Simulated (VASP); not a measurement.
Shape and ions are relaxed at each volume.

Consider the following.

```xyz
2
Lattice="4.1510 -2.2794 -0.0076 4.1510 2.2794 -0.0076 2.9062 0.0000 3.7390" Properties=species:S:1:pos:R:3 pbc="T T T"
Bi     2.6444     0.0000     0.8786
Bi     8.5638     0.0000     2.8453
```

Computed with optB86b-vdW, VASP's PBE PAW potentials (set 64) (plane waves; VASP 6.6.1). Settings: 520 eV cut-off, 10×10×10 Γ-centred mesh, first-order Methfessel-Paxton smearing of 0.10 eV, potentials Bi_d.

### Question
Give the energy at these volumes per atom, relative to the lowest: 33.20, 34.26, 35.32, 36.38, 37.44 Å³.

### Answer
17.7, 4.5, 0.0, 2.5, 10.6 meV/atom. A third-order Birch-Murnaghan fit gives B0 = 34.3 GPa and B0′ = 6.9.

Measured: bulk modulus 32.1 GPa at 0 K (computed value off by +7.1 %), as given by K. Lejaeghere et al., Critical reviews in solid state and materials sciences/CRC critical reviews in solid state and materials sciences (2013), arXiv:1204.2733 [extrapolated to 0 K and zero-point effects removed (source: thermally corrected experimental values)].

The compound is Bi in the a7 structure. It was relaxed first.
